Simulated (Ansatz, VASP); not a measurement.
# Two plane-wave programs on KAl12

```
Al K
1.0
     5.72757    0.00000    0.00000
     2.86378    4.96022    0.00000
     0.00000    0.00000   15.67654
Al K
12 1
Cartesian
  1.4319 0.8267 1.0000
  4.2957 0.8267 1.0000
  2.8638 3.3068 1.0000
  5.7276 3.3068 1.0000
  -0.0113 1.6543 3.3822
  2.8738 1.6566 3.3668
  1.4321 4.1338 3.3394
  4.2932 4.1238 3.3752
  0.0221 0.0133 5.7186
  2.8421 0.0190 5.6945
  1.4371 2.4476 5.6753
  4.3074 2.4821 5.8270
  4.1831 -0.9496 8.6243
```

Alike in both runs: functional PBE; k mesh 3 × 3 × 1; occupations gaussian, width 0.1 eV; no spin polarisation.

Ansatz relaxed the structure, and its values are those at the end. VASP's run is a single point on that final structure, the one shown.

|  | VASP | Ansatz |
| --- | --- | --- |
| version | VASP 6.6.1 | Ansatz 0.2.0 |
| potentials or method | VASP PAW PBE potentials, release 64 (Al, K_sv) | scalar-relativistic, plane waves, PAW |
| plane-wave cutoff (eV) | 520 | 420 |
| valence electrons in the cell | 45 | 45 |

```csv
,VASP,Ansatz,Ansatz less VASP
rms of the force components (eV/Å),0.011,0.011,+0.0004
```

Ansatz warned: «xc_potential_rough_in_thin_density».

Caveats: the k mesh is coarse (spacing up to 0.42 Å⁻¹), so the values aren't converged.
